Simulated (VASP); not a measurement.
An input for Ansatz (written as the equivalent of a VASP run, and not itself run):

Ansatz 0.2 input:
```yaml
crystal:
  lattice:
    - [3.0392760, 0.0000000, 0.0000000]
    - [0.0000000, 3.0392760, 0.0000000]
    - [0.0000000, 0.0000000, 3.9836220]
  atoms:
    - { symbol: Zr, position: [0.4931700, 0.4759710, 0.4908790] }
    - { symbol: W, position: [0.0068300, 0.0240290, 0.0091210] }
kpoints:
  mp_grid: { grid: [6, 6, 5] }
hamiltonian:
  xc: pbe
  pseudopotentials: { kind: paw }
scf:
  occupations: { method: gaussian, width: 0.1 }
  max_iter: 100
output: { forces: true, stress: true, eigenvalues: true }
```

Question: Write the VASP files for the same calculation (PBE).

Answer: One answer among several that fit: 
### INCAR
```
SYSTEM = ZrW
PREC = Accurate
ENCUT = 300
EDIFF = 1E-6
NELM = 100
ALGO = Normal
LREAL = .FALSE.
LASPH = .TRUE.
ISMEAR = 0
SIGMA = 0.1
GGA = PE
LMAXMIX = 6
LWAVE = .FALSE.
LCHARG = .FALSE.
ISIF = 2
```

KPOINTS:
```
Automatic mesh
0
Gamma
6 6 5
0 0 0
```

**POSCAR**
```
ZrW
3.9836220
  0.7629428696   0.0000000000   0.0000000000
  0.0000000000   0.7629428696   0.0000000000
  0.0000000000   0.0000000000   1.0000000000
Zr W
1 1
direct
  0.4931700000   0.4759710000   0.4908790000
  0.0068300000   0.0240290000   0.0091210000
```

POTCAR, in this order: Zr_sv W_sv (PBE.64 set). Program: vasp_std.

Limits of the translation: each code has its own PAW files, so the cut-off isn't converted (ENCUT is set for VASP's; basis.ecutwfc is left out, and Ansatz then takes the one that its files recommend); Ansatz stops its SCF on the density residual and VASP on the energy change (EDIFF).

The structure was generated: ZrW was put into an ordered model structure, which need not be its known phase. The cell was not relaxed at this level, atoms are displaced from their ideal sites. The k-mesh is coarse (spacing up to 0.34 per Å, 2π included), so the numbers may not be converged in it.
